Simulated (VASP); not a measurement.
Given:

```yaml
crystal:
  lattice:
    - [0.00000, 2.09740, 2.09740]
    - [2.09740, 0.00000, 2.09740]
    - [2.09740, 2.09740, 0.00000]
  atoms:
    - { symbol: Mg, position: [0.00000, 0.00000, 0.00000] }
    - { symbol: O, position: [0.50000, 0.50000, 0.50000] }
```

Computed with r2SCAN meta-GGA, VASP's PBE PAW potentials (set 64) (plane waves; VASP). Run with 520 eV cut-off, 12×12×12 Γ-centred mesh, tetrahedra with Blöchl corrections, potentials Mg O.

Tabulate the total density of states (states/eV per cell) against energy (eV; zero at the valence-band maximum or, without a gap, the Fermi level).

(E (eV), DOS (states/eV)): (-9.96, 0.00); (-9.12, 0.00); (-8.40, 0.00); (-7.56, 0.00); (-6.84, 0.00); (-6.00, 0.00); (-5.16, 0.00); (-4.44, 0.31); (-3.60, 2.39); (-2.76, 0.83); (-2.04, 1.00); (-1.20, 2.63); (-0.36, 1.04); (0.36, 0.00); (1.20, 0.00); (1.92, 0.00); (2.76, 0.00); (3.60, 0.00); (4.32, 0.00); (5.16, 0.00); (5.88, 0.00); (6.72, 0.04); (7.56, 0.09); (8.28, 0.15); (9.12, 0.45)
Within 2 eV below the valence-band maximum the largest weight inside VASP's projection spheres is O p.

The compound is MgO in the rock salt structure. It was relaxed first.
